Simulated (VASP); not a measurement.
Data:

```
CELL_PARAMETERS angstrom
     -3.15325     3.15325     3.15325
      3.15325    -3.15325     3.15325
      3.15325     3.15325    -3.15325
ATOMIC_POSITIONS crystal
  Cs 0.00000 0.00000 0.00000
```

Computed with SCAN meta-GGA, VASP's PBE PAW potentials (set 64) (plane waves; VASP). Run with 520 eV cut-off, 8×8×8 Γ-centred mesh, first-order Methfessel-Paxton smearing of 0.10 eV, potentials Cs_sv.

Unless said otherwise, spin-orbit coupling is left out, though it shifts the bands of the heavy elements here.

**Question.** Predict the energy per atom (σ→0), band gap (on the k-mesh) with the smallest direct gap where there is one.

**Answer.** 
| Item | Result |
|---|---|
| band gap (on the k-mesh) | none (metal, semimetal or under 0.01 eV) |
| energy per atom (σ→0) | -37.779 eV/atom |

The absolute energy has meaning only against runs of the same code, potentials and settings.

The compound is Cs in the bcc structure. This cell is one point of a volume scan, at 1.03 of the reference volume.
